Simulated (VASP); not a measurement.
Here is the system:

```
CELL_PARAMETERS angstrom
      6.86568     0.00000     0.00000
      0.00000     3.76358     0.00000
      0.00000     0.00000     5.22553
ATOMIC_POSITIONS crystal
  Hf 0.67519 0.25000 0.37451
  Hf 0.32481 0.75000 0.62549
  Hf 0.82481 0.75000 0.87451
  Hf 0.17519 0.25000 0.12549
  Si 0.54309 0.25000 0.86033
  Si 0.45691 0.75000 0.13967
  Si 0.95691 0.75000 0.36033
  Si 0.04309 0.25000 0.63967
```

The numbers are results of r2SCAN meta-GGA, VASP's PBE PAW potentials (set 64) (plane waves; VASP), not measurements. Settings: 400 eV cut-off, 5×9×7 Γ-centred mesh, tetrahedra with Blöchl corrections, potentials Hf_pv Si.

Unless said otherwise, spin-orbit coupling is left out, though it shifts the bands of the heavy elements here.

Question: Predict the energy per atom (σ→0), band gap (over mesh and band path) with the smallest direct gap where there is one.

Answer: 
| Property | Value |
|---|---|
| band gap (over mesh and band path) | none (metal, semimetal or under 0.01 eV) |
| energy per atom (σ→0) | -27.818 eV/atom |

The absolute energy has meaning only against runs of the same code, potentials and settings.

The structure comes from a computed database's HfSi entry (Pnma); how it stands against other phases isn't given here. It was relaxed first.
